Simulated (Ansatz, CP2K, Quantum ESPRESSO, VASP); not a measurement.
One structure in several programs: BaP4Pd2 (P1, 7 atoms in the cell)

Self-consistent single point, at a second geometry (atoms moved at random). First geometry:

```
Ba(P2Pd)2
1.0
   -3.42191     3.42191     2.98690
    3.42191    -3.42191     2.98690
    3.42191     3.42191    -2.98690
Ba P Pd
1 4 2
Direct
  0.00000   0.00000   0.00000
  0.27381   0.50000   0.77381
  0.72619   0.50000   0.22619
  0.50000   0.72619   0.22619
  0.50000   0.27381   0.77381
  0.75000   0.25000   0.50000
  0.25000   0.75000   0.50000
```

Second geometry:
```
Ba(P2Pd)2
1.0
   -3.42191     3.42191     2.98690
    3.42191    -3.42191     2.98690
    3.42191     3.42191    -2.98690
Ba P Pd
1 4 2
Direct
  0.00579   0.00608   0.99483
  0.26888   0.49614   0.77830
  0.73308   0.50859   0.22775
  0.49195   0.72940   0.22271
  0.49160   0.25645   0.77724
  0.74335   0.25066   0.50379
  0.26534   0.75267   0.49539
```

Shared settings, as Ansatz (a quantum-chemistry and plane-wave program) writes them: kpoints.mp_grid.grid = 6 6 6; scf.occupations.method = fermi_dirac; scf.occupations.width = 0.136 eV. Potentials and cutoffs stand in the table.

```
code                                                                                             model  ΔF from the first geometry (meV/atom)  pressure (GPa)  largest force (eV/Å)       cutoff
----------------  ------------------------------------------------------------------------------------  -------------------------------------  --------------  --------------------  -----------
VASP                                                      LDA (PZ), VASP's LDA PAW potentials (set 64)                                   15.0           -4.25                 0.868       300 eV
Ansatz                                                     LDA (PW92), default PAW files made with PBE                                   14.5           -4.50                 0.894      default
Quantum ESPRESSO                                   LDA (PZ), GBRV 1.5 ultrasoft (LDA) pseudopotentials                                   15.0           -4.14                 0.886        40 Ry
CP2K              LDA (Pade form), GPW, DZVP-MOLOPT-SR-GTH basis, GTH-PADE potentials (GTH_POTENTIALS)                                   14.7           -5.15                 0.964  grid 500 Ry
```

Size of the force on each atom (eV/Å): Sizes of forces hide their directions.

```json
[
 {"code": "VASP", "Ba1": "0.416", "P2": "0.868", "P3": "0.480", "P4": "0.721", "P5": "0.678", "Pd6": "0.171", "Pd7": "0.759"},
 {"code": "Ansatz", "Ba1": "0.379", "P2": "0.894", "P3": "0.507", "P4": "0.715", "P5": "0.655", "Pd6": "0.165", "Pd7": "0.748"},
 {"code": "Quantum ESPRESSO", "Ba1": "0.396", "P2": "0.886", "P3": "0.493", "P4": "0.726", "P5": "0.670", "Pd6": "0.178", "Pd7": "0.774"},
 {"code": "CP2K", "Ba1": "0.449", "P2": "0.964", "P3": "0.576", "P4": "0.715", "P5": "0.682", "Pd6": "0.189", "Pd7": "0.741"}
]
```

On Ansatz's run: spin polarisation is off.

The spread over the programs that give each value: ΔF from the first geometry within 0.5 meV/atom; pressure within 1.01 GPa; largest force within 0.096 eV/Å.

CP2K uses small atom-centred bases, whose incompleteness enters pressures, forces and empty levels differently from a plane-wave cutoff. Ansatz's pressure is given at a fixed set of plane waves, as the other plane-wave codes print theirs; with its correction for the finite basis it is -4.46 GPa. The same LDA comes in different parametrisations, which differ slightly. In the force vectors, CP2K (by 0.131) lies more than 0.08 eV/Å from the median of the plane-wave programs.

VASP's run is marked for a possible Pulay error in its stress at this cutoff; no cutoff test was made.

The starting cell comes from a database of computed structures (which also holds hypothetical and non-ambient phases and stackings), without a prior relaxation at this level. For this run, on top of that: atoms moved at random.

Left out of this page: SIESTA (not drawn, or without a comparable value).

Keys are those of Ansatz 0.2.
